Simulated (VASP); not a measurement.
Consider the following.

```
Ru
1.0
    1.36577    -2.36559     0.00000
    1.36577     2.36559     0.00000
    0.00000     0.00000     4.30407
Ru
2
Direct
  0.33333   0.66667   0.25000
  0.66667   0.33333   0.75000
```

The numbers are results of revPBE GGA, VASP's PBE PAW potentials (set 64) (plane waves; VASP 6.6.1), not measurements. Numerical set-up: 520 eV cut-off, Gaussian smearing of 0.050 eV, potentials Ru_pv.

**Question.** Estimate the band gap (along the path) with the smallest direct gap where there is one.

**Answer.** 
```yaml
band gap (along the path): none (metal, semimetal or under 0.01 eV)
```

The absolute energy has meaning only against runs of the same code, potentials and settings.

The compound is Ru in the hcp structure. It was relaxed first.
